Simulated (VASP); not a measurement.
Input of a VASP 6.6.1 run:

File INCAR:

```
SYSTEM = Pt
ALGO     = Normal         ! electronic algorithm
EDIFF    = 1E-7           ! SCF threshold, eV
EDIFFG   = -0.005         ! ionic threshold
ENCUT    = 600            ! plane-wave cutoff, eV
GGA      = PE             ! functional
IBRION   = 2              ! ionic algorithm
ISIF     = 3              ! what is computed and relaxed
ISMEAR   = 1              ! smearing method
KPAR     = 2            
LASPH    = .TRUE.         ! aspherical terms in the spheres
LCHARG   = .FALSE.        ! write CHGCAR
LREAL    = .FALSE.        ! projectors in reciprocal space
LWAVE    = .FALSE.        ! write WAVECAR
NELM     = 80             ! most SCF steps
NSW      = 90             ! ionic steps
PREC     = Accurate       ! precision mode
SIGMA    = 0.1            ! smearing width, eV
```

File KPOINTS:

```
k-points
0
G
  16 16 16
  0 0 0
```

Contents of POSCAR:

```
Pt                                      
1.0
   -0.0000000000      1.9834876417      1.9834876417
    1.9834876417      0.0000000000      1.9834876417
    1.9834876417      1.9834876417      0.0000000000
  Pt            
     1
Direct
     0.0000000000000000    0.0000000000000000    0.0000000000000000
```

Potentials or basis: VASP PAW PBE potentials, release 64 (Pt).

Launch:

```sh
$ cat potpaw_PBE.64/Pt/POTCAR > POTCAR
$ mpirun -np 2 vasp_std > vasp.out
```

Task: What does it give for the band gap on the k mesh?

Result: None (metal or under the smearing width).

Final structure:
```
Pt
1.0
     0.00000    1.98349    1.98349
     1.98349    0.00000    1.98349
     1.98349    1.98349    0.00000
Pt
1
Cartesian
  0.0000 0.0000 0.0000
```

Caveat: the relaxation stopped at its first step, so nothing moved. The run has no spin-orbit coupling, so splittings on Pt are missing.
